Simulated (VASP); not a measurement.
An input for Ansatz (written as the equivalent of a VASP run, and not itself run):

Ansatz 0.2 input:
```yaml
crystal:
  lattice:
    - [0.0000000, 1.8359740, 1.8359740]
    - [1.8359740, 0.0000000, 1.8359740]
    - [1.8359740, 1.8359740, 0.0000000]
  atoms:
    - { symbol: Li, position: [0.0000000, 0.0000000, 0.0000000] }
    - { symbol: H, position: [0.2500000, 0.2500000, 0.2500000] }
kpoints:
  mp_grid: { grid: [11, 11, 11] }
hamiltonian:
  xc: r2scan
  pseudopotentials: { kind: paw }
scf:
  occupations: { method: gaussian, width: 0.05 }
  max_iter: 100
relax:
  max_steps: 60
  f_tol: 0.01
  cell: {}
output: { forces: true, stress: true, eigenvalues: true }
```

### Question
Write the VASP files for the same calculation (r2SCAN).

### Answer
Several could match; the one computed here: 
**INCAR**
```
# general
SYSTEM  = LiH
PREC    = Accurate
ENCUT   = 520   # plane-wave cut-off (eV)
LREAL   = F   # projection in real space or not
LASPH   = T

# electronic loop
EDIFF   = 1E-6   # SCF stop (eV)
NELM    = 100   # most electronic steps
ALGO    = Normal   # blocked Davidson
LMIXTAU = T

# smearing
ISMEAR  = 0
SIGMA   = 0.05

# functional
METAGGA = R2SCAN

# ions
IBRION  = 2   # conjugate gradients
NSW     = 60   # most ionic steps
ISIF    = 3   # ions, shape and volume
EDIFFG  = -0.01   # ionic stop

# output
LWAVE   = F
LCHARG  = F
```

POSCAR:
```
LiH
1
    0.0000000000     1.8359740000     1.8359740000
    1.8359740000     0.0000000000     1.8359740000
    1.8359740000     1.8359740000     0.0000000000
Li H
1 1
Direct
  0.0000000000   0.0000000000   0.0000000000
  0.2500000000   0.2500000000   0.2500000000
```

File KPOINTS:
```
kpoints
0
gamma
11 11 11
```

POTCAR, in this order: Li_sv H (PBE.64 set). Program: vasp_std.

Limits of the translation: each code has its own PAW files, so the cut-off isn't converted (ENCUT is set for VASP's; basis.ecutwfc is left out, and Ansatz then takes the one that its files recommend); Ansatz stops its SCF on the density residual and VASP on the energy change (EDIFF).

The structure was generated: LiH was put into the zinc blende type (F-43m), which need not be its known phase. This run relaxes it. Symmetry was kept, so distortions that lower it aren't found.
